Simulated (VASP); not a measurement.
Level of theory: PBE GGA + U (Dudarev), VASP's PBE PAW potentials (set 64) (plane waves; VASP 6.6.1).

Input for VASP

### POSCAR
```
FePt
1
    2.7200000000     0.0000000000     0.0000000000
    0.0000000000     2.7200000000     0.0000000000
    0.0000000000     0.0000000000     3.7100000000
Fe Pt
1 1
Direct
  0.0000000000   0.0000000000   0.0000000000
  0.5000000000   0.5000000000   0.5000000000
```

**INCAR**
```
! general
SYSTEM    = FePt
PREC      = Accurate
ENCUT     = 400
LREAL     = F
LASPH     = T

! electronic loop
EDIFF     = 1E-6
NELM      = 100
ALGO      = Normal
LMAXMIX   = 6

! smearing
ISMEAR    = 1
SIGMA     = 0.1

! functional
GGA       = PE

! spin
ISPIN     = 2
MAGMOM    = 3.0 0.0

! DFT+U
LDAU      = T
LDAUTYPE  = 2
LDAUL     = 2 -1
LDAUU     = 8.0 0
LDAUJ     = 0 0
LDAUPRINT = 1

! ions
ISIF      = 2

! output
LWAVE     = F
LCHARG    = F
LORBIT    = 10
```

File KPOINTS:
```
Automatic mesh
0
Gamma
12 12 9
0 0 0
```

POTCAR, in this order: Fe Pt (PBE.64 set). Program: vasp_std.

Output

**OSZICAR**
```
       N       E                     dE             d eps       ncg     rms          rms(c)
DAV:   1     0.852212384278E+02    0.85221E+02   -0.75434E+03  8775   0.109E+03
DAV:   2    -0.733320857921E+01   -0.92554E+02   -0.83332E+02  8680   0.228E+02
DAV:   3    -0.104306091217E+02   -0.30974E+01   -0.30592E+01 10279   0.552E+01
DAV:   4    -0.104588435624E+02   -0.28234E-01   -0.28231E-01  9747   0.438E+00
DAV:   5    -0.104594759149E+02   -0.63235E-03   -0.63234E-03 10976   0.712E-01    0.202E+01
DAV:   6    -0.101562170285E+02    0.30326E+00   -0.11053E+01  8988   0.100E+02    0.200E+01
DAV:   7    -0.102702876301E+02   -0.11407E+00   -0.16478E+00  8816   0.230E+01    0.994E+00
DAV:   8    -0.102969142291E+02   -0.26627E-01   -0.10347E-01 11477   0.321E+00    0.439E+00
DAV:   9    -0.103865847600E+02   -0.89671E-01   -0.21902E-01 10862   0.461E+00    0.196E+00
DAV:  10    -0.105579343908E+02   -0.17135E+00   -0.32084E-01 10116   0.649E+00    0.187E+00
DAV:  11    -0.102766118142E+02    0.28132E+00   -0.14031E+00  9817   0.995E+00    0.127E+00
DAV:  12    -0.102543688667E+02    0.22243E-01   -0.56924E-01 11330   0.436E+00    0.983E-01
DAV:  13    -0.102706004433E+02   -0.16232E-01   -0.13295E-02 10600   0.227E+00    0.662E-01
DAV:  14    -0.102696291878E+02    0.97126E-03   -0.93928E-03  9849   0.180E+00    0.327E-01
DAV:  15    -0.102744217857E+02   -0.47926E-02   -0.21425E-02 10057   0.259E+00    0.306E-01
DAV:  16    -0.102751691627E+02   -0.74738E-03   -0.17604E-03 10854   0.502E-01    0.158E-01
DAV:  17    -0.102745632679E+02    0.60589E-03   -0.13055E-03 10570   0.480E-01    0.694E-02
DAV:  18    -0.102744424418E+02    0.12083E-03   -0.49221E-04 11368   0.206E-01    0.367E-02
DAV:  19    -0.102743467829E+02    0.95659E-04   -0.37345E-04 10545   0.208E-01    0.300E-02
DAV:  20    -0.102743636643E+02   -0.16881E-04   -0.43091E-05 10636   0.981E-02    0.126E-02
DAV:  21    -0.102743666165E+02   -0.29521E-05   -0.63092E-06 10045   0.513E-02    0.402E-03
DAV:  22    -0.102743667487E+02   -0.13221E-06   -0.17288E-06  6213   0.191E-02
   1 F= -.10274367E+02 E0= -.10274461E+02  d E =0.281438E-03  mag=     4.0152
```

OUTCAR:
```
------------------------ aborting loop because EDIFF is reached ----------------------------------------
  FORCE on cell =-STRESS in cart. coord.  units (eV):
  Direction    XX          YY          ZZ          XY          YZ          ZX
  --------------------------------------------------------------------------------------
  Total        3.1415467      3.1415467      1.7949064      0.0000000      0.0000000      0.0000000
  in kB      183.3759514    183.3759514    104.7709011      0.0000000      0.0000000      0.0000000
  external PRESSURE =     157.1742680 kB  Pullay stress =       0.0000000 kB
  volume of cell :       27.45
      direct lattice vectors                 reciprocal lattice vectors
     2.720000000  0.000000000  0.000000000     0.367647059  0.000000000  0.000000000
     0.000000000  2.720000000  0.000000000     0.000000000  0.367647059  0.000000000
     0.000000000  0.000000000  3.710000000     0.000000000  0.000000000  0.269541779
 POSITION                                       TOTAL-FORCE (eV/Angst)
 -----------------------------------------------------------------------------------
      0.00000      0.00000      0.00000         0.000000      0.000000      0.000000
      1.36000      1.36000      1.85500         0.000000      0.000000      0.000000
 -----------------------------------------------------------------------------------
    total drift:                                0.000000     -0.000000     -0.000000
  FREE ENERGIE OF THE ION-ELECTRON SYSTEM (eV)
  ---------------------------------------------------
  free  energy   TOTEN  =       -10.2743667487 eV

  energy  without entropy=      -10.2746481865  energy(sigma->0) =      -10.27446056

 total charge

# of ion       s       p       d       tot
------------------------------------------
    1        0.450   0.516   5.994   6.960
    2        0.735   0.715   8.106   9.555
--------------------------------------------------
tot          1.185   1.231  14.100  16.515

 magnetization (x)

# of ion       s       p       d       tot
------------------------------------------
    1        0.017  -0.002   3.857   3.872
    2       -0.015  -0.078   0.337   0.244
--------------------------------------------------
tot          0.002  -0.079   4.193   4.116
```
(Selected blocks of OUTCAR.)

File OUTCAR:
```
 val. band max:        9.5400480471   @ k =   0.1667   0.1667   0.4444

 cond. band min:       9.5566563081   @ k =   0.2500   0.2500   0.2222


 Fermi energy:         9.5464469587

 spin component 1

 k-point     1 :       0.0000    0.0000    0.0000
  band No.  band energies     occupation
      1      -0.8565      1.00000
      2      -0.2374      1.00000
      3      -0.0925      1.00000
      4       1.2231      1.00000
      5       1.2231      1.00000
      6       1.5857      1.00000
      7       3.8510      1.00000
      8       4.7426      1.00000
      9       7.6930      1.00000
     10       7.6930      1.00000
     11       8.4850      1.00000
     12      11.0683     -0.00000
     13      17.6297      0.00000
     14      20.3658      0.00000
     15      20.3658      0.00000

 k-point     2 :       0.0833    0.0000    0.0000
  band No.  band energies     occupation
      1      -0.6859      1.00000
      2      -0.1708      1.00000
      3      -0.0181      1.00000
      4       1.1811      1.00000
      5       1.2418      1.00000
      6       1.5520      1.00000
      7       3.9454      1.00000
      8       4.7931      1.00000
      9       7.2455      1.00000
     10       7.6866      1.00000
     11       8.3246      1.00000
     12      11.6245      0.00000
     13      17.5814      0.00000
     14      19.0532      0.00000
     15      20.6403      0.00000

 k-point     3 :       0.1667    0.0000    0.0000
  band No.  band energies     occupation
      1      -0.2360      1.00000
      2      -0.0210      1.00000
      3       0.2562      1.00000
      4       1.0679      1.00000
      5       1.2937      1.00000
      6       1.4616      1.00000
      7       4.1497      1.00000
      8       5.0156      1.00000
      9       6.3796      1.00000
     10       7.6686      1.00000
     11       7.9151      1.00000
     12      12.8166      0.00000
     13      16.5851      0.00000
...
```

Unless said otherwise, spin-orbit coupling is left out, though it shifts the bands of the heavy elements here.

The compound is FePt in the L1_0 structure. The cell was not relaxed at this level. The run is one of a series of settings (LDAU = .TRUE., LDAUJ = 0 0, LDAUL = 2 -1, LDAUTYPE = 2, LDAUU = 8.0 0 against the base run), some of them coarse on purpose.
